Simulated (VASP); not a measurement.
**W: cell and properties under strain in the plane**

How does W answer to strain in the plane, when the third axis is free? The starting structure is a measured crystal structure from the Crystallography Open Database. All runs use LDA. The equilibrium cell comes from relaxations that aren't shown. Its Cartesian x and y axes are then stretched or squeezed alike, and the third axis is relaxed.

Calculated with VASP 6.6.1; Kohn-Sham DFT with plane waves and PAW; LDA.

## 1. The structure

The structure is cubic, space group Im-3m (No. 229). Conventional cell: a = 3.165 Å, b = 3.165 Å, c = 3.165 Å, α = 90.00°, β = 90.00°, γ = 90.00°. Nearest to W lie 8 W at 2.74 Å.

## 2. Relaxation at no strain

This run starts from the cell of an earlier relaxation, which isn't shown; the restart sets up the plane waves anew.

Contents of INCAR:

```
SYSTEM = W
PREC = Accurate
ENCUT = 500
EDIFF = 1E-07
NELM = 100
ISMEAR = 1
SIGMA = 0.15
LREAL = .FALSE.
ALGO = Normal
GGA = CA
NBANDS = 12
LASPH = .TRUE.
LORBIT = 11
LWAVE = .FALSE.
LCHARG = .FALSE.
KPAR = 4
IBRION = 2
NSW = 50
ISIF = 3
EDIFFG = -0.003
LATTICE_CONSTRAINTS = .FALSE. .FALSE. .TRUE.
```

Contents of POSCAR:

```
W
1.0
    3.1287202977      0.0000000000      0.0000000000
    0.0000000000      3.1287202977      0.0000000000
    0.0000000000      0.0000000000      3.1287202977
W
2
Direct
    0.0000000000      0.0000000000      0.0000000000
    0.5000000000      0.5000000000      0.5000000000
```

Contents of KPOINTS:

```
Automatic mesh
0
Gamma
14 14 14
0 0 0
```

Potentials, in the order of the species: W (LDA family, release 64).

Launch:

```console
$ mpirun -np 4 vasp_std
```

The program printed:

```text
[banner, memory and clock lines left out]
running    4 mpi-ranks, on    1 nodes
 distrk:  each k-point on    1 cores,    4 groups
 distr:  one band on    1 cores,    1 groups

 POSCAR found type information on POSCAR W
 POSCAR found :  1 types and       2 ions
 LDA part: xc-table for (Slater(with rela. corr.)+CA(PZ))
 , standard interpolation
 POSCAR, INCAR and KPOINTS ok, starting setup
 FFT: planning ... GRIDC
 FFT: planning ... GRID_SOFT
 FFT: planning ... GRID
 WAVECAR not read
 entering main loop
       N       E                     dE             d eps       ncg     rms          rms(c)
DAV:   1     0.263498319609E+02    0.26350E+02   -0.53713E+03  2880   0.848E+02
DAV:   2    -0.276020845124E+02   -0.53952E+02   -0.49702E+02  3664   0.206E+02
DAV:   3    -0.297940130431E+02   -0.21919E+01   -0.21299E+01  3404   0.360E+01
DAV:   4    -0.298120187293E+02   -0.18006E-01   -0.17991E-01  3232   0.305E+00
DAV:   5    -0.298121019002E+02   -0.83171E-04   -0.83168E-04  3324   0.193E-01    0.303E+01
DAV:   6    -0.287984656219E+02    0.10136E+01   -0.69252E-01  3116   0.576E+00    0.149E+01
DAV:   7    -0.284149926214E+02    0.38347E+00   -0.72784E-01  3248   0.587E+00    0.424E-01
DAV:   8    -0.284107131460E+02    0.42795E-02   -0.44355E-03  2996   0.479E-01    0.185E-01
DAV:   9    -0.284099045894E+02    0.80856E-03   -0.43987E-04  3368   0.110E-01    0.245E-02
DAV:  10    -0.284099160267E+02   -0.11437E-04   -0.12188E-05  3048   0.262E-02    0.936E-03
DAV:  11    -0.284099154098E+02    0.61687E-06   -0.29927E-07  3352   0.501E-03    0.404E-04
DAV:  12    -0.284099154251E+02   -0.15263E-07   -0.28063E-09  1576   0.581E-04
   1 F= -.28409915E+02 E0= -.28409463E+02  d E =-.284099E+02
 curvature:   0.00 expect dE= 0.000E+00 dE for cont linesearch  0.000E+00
 trial: gam= 0.00000 g(F)=  0.407E-63 g(S)=  0.513E-11 ort = 0.000E+00 (trialstep = 0.100E+01)
 search vector abs. value=  0.105E-09
 reached required accuracy - stopping structural energy minimisation
```

The job ended after 3 s (4 MPI ranks of Intel Xeon 6975P-C (Granite Rapids), shared host; peak memory 0.57 GiB; 10 s of CPU time).

The logs omit lines about the potential files and the build; timing stands in the text.

Parts of OUTCAR (step 2):

```text
ion  position               nearest neighbor table
   1  0.000  0.000  0.000-   2 2.71   2 2.71   2 2.71   2 2.71   2 2.71   2 2.71   2 2.71   2 2.71

  LATTYP: Found a simple cubic cell.
 ALAT       =     3.1287202977

 Subroutine GETGRP returns: Found 48 space group operations
 (whereof 48 operations were pure point group operations)

The static configuration has the point symmetry O_h .

 Found    120 irreducible k-points:

   k-points           NKPTS =    120   k-points in BZ     NKDIM =    120   number of bands    NBANDS=     12

   dimension x,y,z NGX =    24 NGY =   24 NGZ =   24
   dimension x,y,z NGXF=    48 NGYF=   48 NGZF=   48

   ENCUT  =  500.0 eV  36.75 Ry    6.06 a.u.   5.70  5.70  5.70*2*pi/ulx,y,z

   NELECT =      12.0000    total number of electrons

 k-points in reciprocal lattice and weights: Automatic mesh
   0.00000000  0.00000000  0.00000000       0.000
   0.07142857  0.00000000  0.00000000       0.002
   0.14285714  0.00000000  0.00000000       0.002
   0.21428571  0.00000000  0.00000000       0.002
   0.28571429  0.00000000  0.00000000       0.002
   0.35714286  0.00000000  0.00000000       0.002
   0.42857143  0.00000000  0.00000000       0.002
   0.50000000  0.00000000  0.00000000       0.001
   0.07142857  0.07142857  0.00000000       0.004
[...]
0.50000000  0.50000000  0.42857143       0.002
   0.50000000  0.50000000  0.50000000       0.000

 average (electrostatic) potential at core
       1 -37.7163       2 -37.7163

 E-fermi :   8.3089

 k-point     1 :       0.0000    0.0000    0.0000
  band No.  band energies     occupation
    ...
      2       2.0793      2.00000
      3       2.0793      2.00000
      4       6.8691      2.00000
      5       6.8691      2.00000
      6       6.8691      2.00000
      7      10.4559     -0.00000
      8      10.4559     -0.00000
      9      13.5748      0.00000
     10      13.5748      0.00000
     11      13.5748      0.00000
    ...

 k-point     2 :       0.0714    0.0000    0.0000
  band No.  band energies     occupation
    ...
      2       2.1461      2.00000
      3       2.1858      2.00000
      4       6.8567      2.00000
      5       6.8567      2.00000
      6       6.9290      2.00000
      7      10.2551     -0.00000
      8      10.5253     -0.00000
      9      12.9939      0.00000
     10      12.9939      0.00000
     11      13.4448      0.00000
    ...

 k-point     3 :       0.1429    0.0000    0.0000
  band No.  band energies     occupation
    ...
      2       2.3458      2.00000
      3       2.4860      2.00000
      4       6.8306      2.00000
      5       6.8306      2.00000
      6       7.1078      2.00000
      7       9.7022     -0.00000
      8      10.7251     -0.00000
      9      11.8984      0.00000
     10      11.8984      0.00000
     11      13.0750      0.00000
    ...

  Total        0.0000146      0.0000146      0.0000146      0.0000000      0.0000000      0.0000000
  in kB        0.0007632      0.0007632      0.0007632      0.0000000      0.0000000      0.0000000
  external PRESSURE =       0.0007632 kB  Pullay stress =       0.0000000 kB

  energy-cutoff  :      500.00
  volume of cell :       30.63
      direct lattice vectors                 reciprocal lattice vectors
     3.128720298  0.000000000  0.000000000     0.319619495  0.000000000  0.000000000
     0.000000000  3.128720298  0.000000000     0.000000000  0.319619495  0.000000000
     0.000000000  0.000000000  3.128720298     0.000000000  0.000000000  0.319619495

 POSITION                                       TOTAL-FORCE (eV/Angst)
 -----------------------------------------------------------------------------------
      0.00000      0.00000      0.00000         0.000000      0.000000      0.000000
      1.56436      1.56436      1.56436        -0.000000     -0.000000     -0.000000
 -----------------------------------------------------------------------------------
    total drift:                                0.000000      0.000000     -0.000000

  FREE ENERGIE OF THE ION-ELECTRON SYSTEM (eV)
  ---------------------------------------------------
  free  energy   TOTEN  =       -28.4099154251 eV

  energy  without entropy=      -28.4085579270  energy(sigma->0) =      -28.40946293

 reached required accuracy - stopping structural energy minimisation

 total charge
# of ion       s       p       d       tot
------------------------------------------
    1        0.693   0.738   4.250   5.682
    2        0.693   0.738   4.250   5.682
--------------------------------------------------
tot          1.386   1.477   8.501  11.364

[... 3 further parts left out ...]
```

The data set W keeps the semicore shell frozen, which is cheaper and a little less accurate. The run keeps the 48 symmetry operations of its start, so it cannot find a distortion of lower symmetry.

No strain: 15.313 Å³ an atom and a mean stress of 0.00 GPa, with a third cell vector of 3.129 Å.

## 3. Relaxation at -2 % along x and y

This run starts from the cell of an earlier relaxation, which isn't shown; the restart sets up the plane waves anew.

INCAR is that of step 2.

Contents of POSCAR:

```
W
1.0
    3.0661458917      0.0000000000      0.0000000000
    0.0000000000      3.0661458917      0.0000000000
    0.0000000000      0.0000000000      3.1839517667
W
2
Direct
    0.0000000000      0.0000000000      0.0000000000
    0.5000000000      0.5000000000      0.5000000000
```

KPOINTS is that of step 2.

Launch:

```console
$ mpirun -np 4 vasp_std
```

The program printed:

```text
[... set-up lines as in an earlier step ...]
 entering main loop
       N       E                     dE             d eps       ncg     rms          rms(c)
DAV:   1     0.262897513754E+02    0.26290E+02   -0.53823E+03  6920   0.852E+02
DAV:   2    -0.275211850987E+02   -0.53811E+02   -0.49619E+02  8532   0.206E+02
DAV:   3    -0.297025042176E+02   -0.21813E+01   -0.21295E+01  8076   0.363E+01
DAV:   4    -0.297198657688E+02   -0.17362E-01   -0.17227E-01  7608   0.311E+00
[...]
DAV:  10    -0.283631847612E+02   -0.10405E-04   -0.89701E-06  7248   0.229E-02    0.810E-03
DAV:  11    -0.283631843358E+02    0.42545E-06   -0.24824E-07  7852   0.408E-03    0.400E-04
DAV:  12    -0.283631843494E+02   -0.13629E-07   -0.48862E-09  3832   0.698E-04
   1 F= -.28363184E+02 E0= -.28363184E+02  d E =-.283632E+02
[...]
reached required accuracy - stopping structural energy minimisation
```

It took 5.6 s on 4 MPI ranks; peak memory 0.76 GiB; 21 s of CPU time.

OUTCAR, selected parts (step 3):

```text
  Total        2.3671864      2.3671864     -0.0046251      0.0000000      0.0000000      0.0000000
  in kB      126.7041752    126.7041752     -0.2475593      0.0000000      0.0000000      0.0000000
  external PRESSURE =      84.3869303 kB  Pullay stress =       0.0000000 kB

 POSITION                                       TOTAL-FORCE (eV/Angst)
 -----------------------------------------------------------------------------------
      0.00000      0.00000      0.00000         0.000000      0.000000      0.000000
      1.53307      1.53307      1.59198        -0.000000     -0.000000     -0.000000
 -----------------------------------------------------------------------------------
    total drift:                                0.000000      0.000000     -0.000000

  FREE ENERGIE OF THE ION-ELECTRON SYSTEM (eV)
  ---------------------------------------------------
  free  energy   TOTEN  =       -28.3631843494 eV

  energy  without entropy=      -28.3631843216  energy(sigma->0) =      -28.36318434

[... 1 part as in an earlier step ...]

[... 3 further parts left out ...]
[key lines of the parts left out:]
E-fermi :   8.5492
```

-2 % along x and y: 14.967 Å³ an atom and a mean stress of 8.44 GPa, with a third cell vector of 3.184 Å.

## 4. Relaxation at +2 % along x and y

This run starts from the cell of an earlier relaxation, which isn't shown; the restart sets up the plane waves anew.

INCAR is that of step 3.

Contents of POSCAR:

```
W
1.0
    3.1912947037      0.0000000000      0.0000000000
    0.0000000000      3.1912947037      0.0000000000
    0.0000000000      0.0000000000      3.0823927421
W
2
Direct
    0.0000000000      0.0000000000      0.0000000000
    0.5000000000      0.5000000000      0.5000000000
```

KPOINTS is that of step 3.

Launch:

```console
$ mpirun -np 4 vasp_std
```

The program printed:

```text
[... set-up lines as in an earlier step ...]
 entering main loop
       N       E                     dE             d eps       ncg     rms          rms(c)
DAV:   1     0.252138637839E+02    0.25214E+02   -0.53915E+03  6928   0.851E+02
DAV:   2    -0.275582551601E+02   -0.52772E+02   -0.48626E+02  8524   0.201E+02
DAV:   3    -0.297868757705E+02   -0.22286E+01   -0.21597E+01  8276   0.363E+01
DAV:   4    -0.298068483435E+02   -0.19973E-01   -0.19941E-01  7612   0.324E+00
[...]
DAV:  10    -0.283654872404E+02   -0.10079E-04   -0.94014E-06  7252   0.243E-02    0.101E-02
DAV:  11    -0.283654867589E+02    0.48144E-06   -0.32407E-07  8036   0.489E-03    0.382E-04
DAV:  12    -0.283654867738E+02   -0.14849E-07   -0.35879E-09  3860   0.649E-04
   1 F= -.28365487E+02 E0= -.28365238E+02  d E =-.283655E+02
[...]
reached required accuracy - stopping structural energy minimisation
```

The job ended after 5.8 s (4 MPI ranks; peak memory 0.78 GiB).

Parts of OUTCAR (step 4):

```text
  Total       -2.3127700     -2.3127700     -0.0020120      0.0000000      0.0000000      0.0000000
  in kB     -118.0378356   -118.0378356     -0.1026873      0.0000000      0.0000000      0.0000000
  external PRESSURE =     -78.7261195 kB  Pullay stress =       0.0000000 kB

 POSITION                                       TOTAL-FORCE (eV/Angst)
 -----------------------------------------------------------------------------------
      0.00000      0.00000      0.00000         0.000000      0.000000     -0.000000
      1.59565      1.59565      1.54120         0.000000     -0.000000      0.000000
 -----------------------------------------------------------------------------------
    total drift:                                0.000000     -0.000000     -0.000000

  FREE ENERGIE OF THE ION-ELECTRON SYSTEM (eV)
  ---------------------------------------------------
  free  energy   TOTEN  =       -28.3654867738 eV

  energy  without entropy=      -28.3647401973  energy(sigma->0) =      -28.36523791

[... 2 parts as in an earlier step ...]

[... 2 further parts left out ...]
[key lines of the parts left out:]
E-fermi :   7.9654
```

+2 % along x and y: 15.696 Å³ an atom and a mean stress of -7.87 GPa, with a third cell vector of 3.082 Å.

## 5. Relaxation at -1 % along x and y

This run starts from the cell of an earlier relaxation, which isn't shown; the restart sets up the plane waves anew.

INCAR is that of step 4.

Contents of POSCAR:

```
W
1.0
    3.0974330947      0.0000000000      0.0000000000
    0.0000000000      3.0974330947      0.0000000000
    0.0000000000      0.0000000000      3.1571097873
W
2
Direct
    0.0000000000      0.0000000000      0.0000000000
    0.5000000000      0.5000000000      0.5000000000
```

KPOINTS is that of step 4.

Launch:

```console
$ mpirun -np 4 vasp_std
```

The program printed:

```text
[... set-up lines as in an earlier step ...]
 entering main loop
       N       E                     dE             d eps       ncg     rms          rms(c)
DAV:   1     0.262452131925E+02    0.26245E+02   -0.53855E+03  6920   0.851E+02
DAV:   2    -0.275384361080E+02   -0.53784E+02   -0.49713E+02  8628   0.205E+02
DAV:   3    -0.297594168243E+02   -0.22210E+01   -0.21515E+01  8112   0.362E+01
DAV:   4    -0.297794608743E+02   -0.20044E-01   -0.20023E-01  7648   0.311E+00
[...]
DAV:  10    -0.283986390264E+02   -0.10827E-04   -0.10178E-05  7284   0.244E-02    0.870E-03
DAV:  11    -0.283986385245E+02    0.50186E-06   -0.27284E-07  7960   0.450E-03    0.389E-04
DAV:  12    -0.283986385408E+02   -0.16318E-07   -0.35767E-09  3844   0.646E-04
   1 F= -.28398639E+02 E0= -.28398421E+02  d E =-.283986E+02
[...]
reached required accuracy - stopping structural energy minimisation
```

Elapsed: 5.8 s, on 4 MPI ranks; peak memory 0.76 GiB; 21 s of CPU time.

Parts of OUTCAR (step 5):

```text
  Total        1.1218350      1.1218350     -0.0026516      0.0000000      0.0000000      0.0000000
  in kB       59.3397925     59.3397925     -0.1402578      0.0000000      0.0000000      0.0000000
  external PRESSURE =      39.5131091 kB  Pullay stress =       0.0000000 kB

 POSITION                                       TOTAL-FORCE (eV/Angst)
 -----------------------------------------------------------------------------------
      0.00000      0.00000      0.00000         0.000000      0.000000      0.000000
      1.54872      1.54872      1.57855         0.000000     -0.000000     -0.000000
 -----------------------------------------------------------------------------------
    total drift:                                0.000000      0.000000     -0.000000

  FREE ENERGIE OF THE ION-ELECTRON SYSTEM (eV)
  ---------------------------------------------------
  free  energy   TOTEN  =       -28.3986385408 eV

  energy  without entropy=      -28.3979849686  energy(sigma->0) =      -28.39842068

[... 2 parts as in an earlier step ...]

[... 2 further parts left out ...]
[key lines of the parts left out:]
E-fermi :   8.4297
```

-1 % along x and y: 15.145 Å³ an atom and a mean stress of 3.95 GPa, with a third cell vector of 3.157 Å.

## 6. Relaxation at +1 % along x and y

This run starts from the cell of an earlier relaxation, which isn't shown; the restart sets up the plane waves anew.

INCAR is that of step 5.

Contents of POSCAR:

```
W
1.0
    3.1600075007      0.0000000000      0.0000000000
    0.0000000000      3.1600075007      0.0000000000
    0.0000000000      0.0000000000      3.1030821694
W
2
Direct
    0.0000000000      0.0000000000      0.0000000000
    0.5000000000      0.5000000000      0.5000000000
```

KPOINTS is that of step 5.

Launch:

```console
$ mpirun -np 4 vasp_std
```

The program printed:

```text
[... set-up lines as in an earlier step ...]
 entering main loop
       N       E                     dE             d eps       ncg     rms          rms(c)
DAV:   1     0.252199048897E+02    0.25220E+02   -0.53472E+03  6912   0.850E+02
DAV:   2    -0.275779973615E+02   -0.52798E+02   -0.48769E+02  8556   0.203E+02
DAV:   3    -0.297990748033E+02   -0.22211E+01   -0.21542E+01  8160   0.361E+01
DAV:   4    -0.298203494732E+02   -0.21275E-01   -0.21261E-01  7648   0.330E+00
[...]
DAV:  10    -0.283990983098E+02   -0.10809E-04   -0.10974E-05  7316   0.255E-02    0.929E-03
DAV:  11    -0.283990977524E+02    0.55740E-06   -0.26731E-07  7984   0.474E-03    0.362E-04
DAV:  12    -0.283990977680E+02   -0.15625E-07   -0.29230E-09  3868   0.603E-04
   1 F= -.28399098E+02 E0= -.28398761E+02  d E =-.283991E+02
[...]
reached required accuracy - stopping structural energy minimisation
```

Wall time 5.8 s (4 MPI ranks); peak memory 0.78 GiB.

OUTCAR, selected parts (step 6):

```text
  Total       -1.1201725     -1.1201725     -0.0007665      0.0000000      0.0000000      0.0000000
  in kB      -57.9196584    -57.9196584     -0.0396346      0.0000000      0.0000000      0.0000000
  external PRESSURE =     -38.6263171 kB  Pullay stress =       0.0000000 kB

 POSITION                                       TOTAL-FORCE (eV/Angst)
 -----------------------------------------------------------------------------------
      0.00000      0.00000      0.00000         0.000000      0.000000      0.000000
      1.58000      1.58000      1.55154         0.000000      0.000000     -0.000000
 -----------------------------------------------------------------------------------
    total drift:                                0.000000     -0.000000     -0.000000

  FREE ENERGIE OF THE ION-ELECTRON SYSTEM (eV)
  ---------------------------------------------------
  free  energy   TOTEN  =       -28.3990977680 eV

  energy  without entropy=      -28.3980874121  energy(sigma->0) =      -28.39876098

[... 2 parts as in an earlier step ...]

[... 2 further parts left out ...]
[key lines of the parts left out:]
E-fermi :   8.1530
```

+1 % along x and y: 15.493 Å³ an atom and a mean stress of -3.86 GPa, with a third cell vector of 3.103 Å.

(Continued in part 2 of 2.)

[Lines on the potential files, build, host, timing and source positions are cut from VASP's logs without a mark.]

[Logs are printed without paths, hosts, clocks, repeated set-up lines and the standing remarks that a program may print on its own settings, such as how far it seeks lower states.]

[Hosts, paths, dates, database ids (printed as entryN), source tags and the programs' standing remarks are cut or masked in the printed files.]
